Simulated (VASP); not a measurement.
An input for Ansatz (written as the equivalent of a VASP run, and not itself run):

Ansatz 0.2 input:
```yaml
crystal:
  lattice:
    - [0.0000000, 2.0599122, 2.0599122]
    - [2.0599122, 0.0000000, 2.0599122]
    - [2.0599122, 2.0599122, 0.0000000]
  atoms:
    - { symbol: Cr, position: [0.0000000, 0.0000000, 0.0000000] }
    - { symbol: B, position: [0.5000000, 0.5000000, 0.5000000] }
kpoints:
  mp_grid: { grid: [17, 17, 17] }
hamiltonian:
  xc: pbesol
  pseudopotentials: { kind: paw }
scf:
  occupations: { method: tetrahedron }
  max_iter: 100
output: { forces: true, stress: true, eigenvalues: true }
```

### Question
Write the VASP files for the same calculation (PBEsol).

### Answer
Several could match; the one computed here: 
INCAR:
```
ALGO = Normal
EDIFF = 1E-7
ENCUT = 520
GGA = PS
ISIF = 2
ISMEAR = -5
LASPH = .TRUE.
LCHARG = .TRUE.
LMAXMIX = 4
LORBIT = 11
LREAL = .FALSE.
LWAVE = .FALSE.
NEDOS = 601
NELM = 100
PREC = Accurate
SYSTEM = CrB
```

File POSCAR:
```
CrB
1
    0.0000000000     2.0599121847     2.0599121847
    2.0599121847     0.0000000000     2.0599121847
    2.0599121847     2.0599121847     0.0000000000
Cr B
1 1
Direct
  0.0000000000   0.0000000000   0.0000000000
  0.5000000000   0.5000000000   0.5000000000
```

**KPOINTS**
```
Regular mesh
0
G
 17 17 17
0 0 0
```

POTCAR, in this order: Cr_pv B (PBE.64 set). Program: vasp_std.

Limits of the translation: each code has its own PAW files, so the cut-off isn't converted (ENCUT is set for VASP's; basis.ecutwfc is left out, and Ansatz then takes the one that its files recommend); Ansatz stops its SCF on the density residual and VASP on the energy change (EDIFF).

The structure was generated: CrB was put into the rock salt type (Fm-3m), which need not be its known phase. It was relaxed first, which changed the volume by -37 %.
